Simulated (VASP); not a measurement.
# Lattice vibrations of Tl (Thallium), part 3 of 3

Aim: the phonon dispersion and thermal properties of Tl (Thallium). The start is a cell from a database of measured crystal structures.

VASP 6.6.1; LDA; plane waves and PAW (Tl).

So far. Step 2 (Relax the host): The run ended after 6 ionic steps, 0.015 eV below its first step, once forces and stress met EDIFFG = -0.02. Step 3 (Tight relaxation): The run ended after 4 ionic steps, 0.000 eV below its first step, once forces and stress met EDIFFG = -0.002.

### Step 4. Force constants in the supercell (continued)

No long-range dipole term. The phonon branches at the labelled points (cm⁻¹):

| point | branch 1 | branch 2 | branch 3 | branch 4 | branch 5 | branch 6 |
| --- | --- | --- | --- | --- | --- | --- |
| Γ | 0 | 0 | 0 | 24 | 24 | 99 |
| 0.53 of the way | 17 | 24 | 40 | 54 | 62 | 79 |
| M | 23 | 35 | 49 | 61 | 73 | 81 |
| 0.53 of the way | 40 | 41 | 57 | 58 | 70 | 77 |
| K | 50 | 50 | 51 | 67 | 67 | 68 |
| 0.47 of the way | 28 | 31 | 41 | 62 | 64 | 74 |
| Γ | 0 | 0 | 0 | 24 | 24 | 99 |
| 0.53 of the way | 7 | 7 | 21 | 21 | 26 | 85 |
| A | 14 | 14 | 14 | 14 | 57 | 57 |
| 0.47 of the way | 26 | 26 | 38 | 38 | 66 | 66 |
| L | 38 | 38 | 40 | 40 | 86 | 86 |
| 0.47 of the way | 32 | 32 | 53 | 53 | 84 | 84 |
| H | 30 | 30 | 64 | 64 | 81 | 81 |
| 0.47 of the way | 30 | 30 | 44 | 44 | 73 | 73 |
| A | 14 | 14 | 14 | 14 | 57 | 57 |
| jump to L | 38 | 38 | 40 | 40 | 86 | 86 |
| 0.47 of the way | 29 | 34 | 45 | 52 | 79 | 85 |
| M | 23 | 35 | 49 | 61 | 73 | 81 |
| jump to K | 50 | 50 | 51 | 67 | 67 | 68 |
| 0.53 of the way | 38 | 38 | 57 | 68 | 77 | 77 |
| H | 30 | 30 | 64 | 64 | 81 | 81 |

The phonon branches as a text plot (rows in cm⁻¹):

```
     97 |**                  ***
     92 |                   *
     88 |  *               *    *
     84 |   *                            *****           ***
     80 |       ***       *             *     *****       * *  **
     76 |    * *   *     *       *                         *
     72 |     * *** * ***              *           *        * *
     68 |    * *   ******             *             *        ***
     64 |     **    *   **                    **     *          *
     60 |    *  ****  **  *       * **          *     *    **  *
     55 |   *      ** **           *         *   *     **     *
     51 |         *  *            *         *     *       *  *
     47 |  **  ***  * * *  *                             *****
     43 |    **       **                   *       *     *    *
     39 |   *     **   ****           *****         *
     35 | **    **      *   *    *      ** *         *   ****  *
     31 |  *   *  *      * ***       * *    ********     **     *
     27 |**  **  *       **  *        *             * *    *
     23 |** *  **           * ***   **               * *    *
     18 |    **            * *   *  *                 *
     14 |  **                     **                   **
     10 | **                *  * *
      6 |**                  *  *
      2 |*                    **
         Γ      M    K        Γ   A       L    H       A|L M|K  H
```

Table of phonon density of states by frequency; read off at these points:

frequency (cm⁻¹), phonon density of states (states/cm⁻¹/cell) and a bar:
```
    -10.0      0.000 
     -5.0      0.000 
      0.0      0.001 
      5.0      0.005 #
     10.0      0.015 ####
     15.0      0.028 #######
     20.0      0.050 ############
     25.0      0.087 ######################
     30.0      0.120 ##############################
     30.9      0.121 ##############################
     35.0      0.111 ###########################
     40.0      0.095 #######################
     45.0      0.091 ######################
     50.0      0.085 #####################
     55.0      0.075 ##################
     60.0      0.066 ################
     65.0      0.050 ############
     70.0      0.066 ################
     75.0      0.099 #########################
     77.6      0.106 ##########################
     80.0      0.099 #########################
     85.0      0.045 ###########
     90.0      0.008 ##
     95.0      0.003 #
    100.0      0.001 
    105.0      0.000 
    110.0      0.000
```

The heat capacity at constant volume by temperature:

| temperature (K) | heat capacity at constant volume (J/K/mol of atoms) |
| --- | --- |
| 0 | 0 |
| 25 | 13.6 |
| 50 | 20.7 |
| 75 | 22.9 |
| 100 | 23.8 |
| 125 | 24.2 |
| 150 | 24.4 |
| 200 | 24.6 |
| 225 | 24.7 |
| 250 | 24.7 |
| 275 | 24.8 |
| 300 | 24.8 |
| 325 | 24.8 |
| 350 | 24.8 |
| 375 | 24.9 |
| 400 | 24.9 |
| 425 | 24.9 |
| 450 | 24.9 |
| 475 | 24.9 |
| 525 | 24.9 |
| 550 | 24.9 |
| 575 | 24.9 |
| 600 | 24.9 |
| 625 | 24.9 |
| 650 | 24.9 |
| 675 | 24.9 |
| 700 | 24.9 |
| 725 | 24.9 |
| 750 | 24.9 |
| 775 | 24.9 |
| 800 | 24.9 |
| 850 | 24.9 |
| 875 | 24.9 |
| 900 | 24.9 |
| 925 | 24.9 |
| 950 | 24.9 |
| 975 | 24.9 |
| 1000 | 24.9 |

The vibrational entropy by temperature:

temperature (K), vibrational entropy (J/K/mol of atoms) and a bar:
```
        0        0.0 
       25        8.8 ###
       50       21.0 #######
       75       29.8 ##########
      100       36.6 ############
      125       41.9 #############
      150       46.3 ###############
      200       53.4 #################
      225       56.3 ##################
      250       58.9 ###################
      275       61.3 ####################
      300       63.4 ####################
      325       65.4 #####################
      350       67.3 ######################
      375       69.0 ######################
      400       70.6 #######################
      425       72.1 #######################
      450       73.5 ########################
      475       74.8 ########################
      525       77.3 #########################
      550       78.5 #########################
      575       79.6 ##########################
      600       80.7 ##########################
      625       81.7 ##########################
      650       82.7 ###########################
      675       83.6 ###########################
      700       84.5 ###########################
      725       85.4 ###########################
      750       86.2 ############################
      775       87.0 ############################
      800       87.8 ############################
      850       89.3 #############################
      875       90.1 #############################
      900       90.8 #############################
      925       91.5 #############################
      950       92.1 ##############################
      975       92.8 ##############################
     1000       93.4 ##############################
```

### Step 5. What came out

```
highest frequency : 98.6 cm⁻¹
lowest frequency  : -1.1e-6 cm⁻¹
zero point energy : 9.24 meV/atom
heat capacity 300 : 24.8 J/K/mol of atoms
entropy 300       : 63.4 J/K/mol of atoms
```

**Reading.** The spectrum reaches 99 cm⁻¹, and its lowest point lies at 0 cm⁻¹. No mode is imaginary, so the structure is a local minimum as far as this supercell can tell. Frequencies between the wave vectors that fit the supercell are interpolated.

[Lines on the potential files, build, host, timing and source positions are cut from VASP's logs without a mark.]

[Logs are printed without paths, hosts, clocks, repeated set-up lines and the standing remarks that a program may print on its own settings, such as how far it seeks lower states.]

[Hosts, paths, dates, database ids (printed as entryN), source tags and the programs' standing remarks are cut or masked in the printed files.]

[Runs that stopped without an error message from VASP are left out.]
